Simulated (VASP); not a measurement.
```xyz
8
Lattice="0.0000 2.7451 2.7451 2.7451 0.0000 2.7451 10.9740 10.9740 0.0065" Properties=species:S:1:pos:R:3 pbc="T T T"
Ga     2.7876     2.7876     5.4478
Ga     5.5030     5.5030     5.4775
Ga     5.4735     5.4735     0.0167
Ga     8.1867     8.1867     0.0486
P      1.3985     1.3985     1.3467
P      4.1146     4.1146     1.3756
P      6.8308     6.8308     1.4046
As     9.6061     9.6061     1.3744
```

All values below come from PBEsol GGA, VASP's PBE PAW potentials (set 64) (plane waves; VASP 6.6.1). Settings: 400 eV cut-off, 8×8×2 Γ-centred mesh, tetrahedra with Blöchl corrections, potentials Ga_d P As.

Q: Estimate the energy per atom (σ→0), band gap (on the k-mesh) with the smallest direct gap where there is one.

A: 
```json
{
 "band gap (on the k-mesh)": "1.21 eV",
 "smallest direct gap (on the k-mesh)": "1.21 eV",
 "energy per atom (σ→0)": "-4.848 eV/atom"
}
```

Total energies compare only between runs with the same potentials, cut-off and functional.

The structure was generated: Ga4AsP3 was put into an ordered model structure (R3m), which need not be its known phase. It was relaxed first.
